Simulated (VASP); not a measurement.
Data:

```yaml
crystal:
  lattice:
    - [0.00000, 3.30000, 3.30000]
    - [3.30000, 0.00000, 3.30000]
    - [3.30000, 3.30000, 0.00000]
  atoms:
    - { symbol: K, position: [0.00000, 0.00000, 0.00000] }
    - { symbol: Br, position: [0.50000, 0.50000, 0.50000] }
```

All values below come from PBE GGA, VASP's PBE PAW potentials (set 64) (plane waves; VASP). Run with EDIFF = 1E-4, 400 eV cut-off, 6×6×6 Γ-centred mesh, Gaussian smearing of 0.050 eV, potentials K_sv Br.

What does the run give for the energy per atom (σ→0), band gap (on the k-mesh) with the smallest direct gap where there is one?

The band gap (on the k-mesh) is 4.43 eV and the smallest direct gap (on the k-mesh) is 4.43 eV. The energy per atom (σ→0) comes out as -3.107 eV/atom.

Total energies compare only between runs with the same potentials, cut-off and functional.

The compound is KBr in the rock salt structure. The cell was not relaxed at this level. The run is one of a series of settings (EDIFF = 1E-4 against the base run), some of them coarse on purpose.
